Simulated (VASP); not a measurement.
Calculation: PBE GGA, VASP's PBE PAW potentials (set 64) (plane waves; VASP 6.6.1).

A VASP calculation is set up with these files.

### INCAR
```
ISIF = 4   ! ions and shape, fixed volume
ISMEAR = 1   ! Methfessel-Paxton
EDIFFG = -0.01   ! ionic stop
LREAL = .FALSE.   ! projection in real space or not
NSW = 30   ! most ionic steps
LWAVE = .FALSE.
GGA = PE   ! PBE
EDIFF = 1E-7
LASPH = .TRUE.
SYSTEM = Mg
PREC = Accurate
ALGO = Normal   ! blocked Davidson
IBRION = 2   ! conjugate gradients
LCHARG = .FALSE.
ENCUT = 520
NELM = 100   ! most electronic steps
SIGMA = 0.1
```

POSCAR:
```
Mg
1
    1.5889164610    -2.7520844888     0.0000000000
    1.5889164610     2.7520844888     0.0000000000
    0.0000000000     0.0000000000     5.0617804562
Mg
2
Direct
  0.3333330000   0.6666670000   0.2500000000
  0.6666670000   0.3333330000   0.7500000000
```

### KPOINTS
```
Automatic mesh
0
Gamma
13 13 7
0 0 0
```

POTCAR, in this order: Mg (PBE.64 set). Program: vasp_std.

Output

### OSZICAR
```
       N       E                     dE             d eps       ncg     rms          rms(c)
DAV:   1     0.172875378823E+00    0.17288E+00   -0.13606E+03  1008   0.482E+02
DAV:   2    -0.298462849548E+01   -0.31575E+01   -0.30608E+01  1398   0.300E+01
DAV:   3    -0.300975257699E+01   -0.25124E-01   -0.24752E-01  1392   0.337E+00
DAV:   4    -0.300981690507E+01   -0.64328E-04   -0.64326E-04  1482   0.155E-01
DAV:   5    -0.300981722040E+01   -0.31533E-06   -0.31535E-06  1374   0.861E-03    0.956E-01
DAV:   6    -0.300345407267E+01    0.63631E-02   -0.50739E-04  1284   0.270E-01    0.612E-01
DAV:   7    -0.299600258627E+01    0.74515E-02   -0.19657E-03  1110   0.464E-01    0.333E-02
DAV:   8    -0.299601288237E+01   -0.10296E-04   -0.12301E-05  1674   0.315E-02    0.757E-03
DAV:   9    -0.299601166926E+01    0.12131E-05   -0.12437E-06  1188   0.789E-03    0.625E-04
DAV:  10    -0.299601150091E+01    0.16835E-06   -0.43851E-09   978   0.636E-04    0.123E-04
DAV:  11    -0.299601149234E+01    0.85703E-08   -0.51483E-10   726   0.214E-04
   1 F= -.29960115E+01 E0= -.29952967E+01  d E =-.299601E+01
       N       E                     dE             d eps       ncg     rms          rms(c)
DAV:   1    -0.299699611886E+01   -0.98462E-03   -0.26206E-03  1410   0.278E-01    0.162E-02
DAV:   2    -0.299699460277E+01    0.15161E-05   -0.13903E-05  1176   0.280E-02    0.102E-02
DAV:   3    -0.299699264495E+01    0.19578E-05   -0.25255E-06  1260   0.818E-03    0.209E-04
DAV:   4    -0.299699266321E+01   -0.18253E-07   -0.32639E-08   882   0.149E-03
   2 F= -.29969927E+01 E0= -.29963888E+01  d E =-.981171E-03
       N       E                     dE             d eps       ncg     rms          rms(c)
DAV:   1    -0.299756760003E+01   -0.57496E-03   -0.52900E-03  1374   0.394E-01    0.231E-02
DAV:   2    -0.299756449222E+01    0.31078E-05   -0.28518E-05  1152   0.399E-02    0.146E-02
DAV:   3    -0.299756061919E+01    0.38730E-05   -0.51976E-06  1254   0.116E-02    0.270E-04
DAV:   4    -0.299756064162E+01   -0.22431E-07   -0.66939E-08   960   0.213E-03
   3 F= -.29975606E+01 E0= -.29972393E+01  d E =-.154915E-02
```

File OUTCAR:
```
------------------------ aborting loop because EDIFF is reached ----------------------------------------
  FORCE on cell =-STRESS in cart. coord.  units (eV):
  Direction    XX          YY          ZZ          XY          YZ          ZX
  --------------------------------------------------------------------------------------
  Total        0.3445541      0.3445542      0.3589240      0.0000000      0.0000000     -0.0000000
  in kB       12.4701566     12.4701608     12.9902330      0.0000000      0.0000000     -0.0000000
  external PRESSURE =      12.6435168 kB  Pullay stress =       0.0000000 kB
  volume of cell :       44.27
      direct lattice vectors                 reciprocal lattice vectors
     1.580549005 -2.737591642  0.000000000     0.316345775 -0.182642288  0.000000000
     1.580549005  2.737591642 -0.000000000     0.316345775  0.182642288  0.000000000
    -0.000000000  0.000000000  5.115516616    -0.000000000  0.000000000  0.195483677
 POSITION                                       TOTAL-FORCE (eV/Angst)
 -----------------------------------------------------------------------------------
      1.58055      0.91253      1.27888        -0.000000      0.000000      0.000000
      1.58055     -0.91253      3.83664         0.000000     -0.000000     -0.000000
 -----------------------------------------------------------------------------------
    total drift:                               -0.000000     -0.000006      0.000001
  FREE ENERGIE OF THE ION-ELECTRON SYSTEM (eV)
  ---------------------------------------------------
  free  energy   TOTEN  =        -2.9975606416 eV

  energy  without entropy=       -2.9965965101  energy(sigma->0) =       -2.99723926

 reached required accuracy - stopping structural energy minimisation
```
(Selected blocks of OUTCAR.)

**CONTCAR**
```
Mg
   1.00000000000000
     1.5805490049024016   -2.7375916415840709    0.0000000000000000
     1.5805490049024016    2.7375916415840709   -0.0000000000000000
    -0.0000000000000000    0.0000000000000000    5.1155166157411474
  Mg
     2
Direct
     0.3333330000000032    0.6666669999999968    0.2500000000000000
     0.6666669999999968    0.3333330000000032    0.7500000000000000
```

The compound is Mg in the hcp structure. This cell is one point of a volume scan, at 0.97 of the reference volume. Symmetry was kept, so distortions that lower it aren't found.
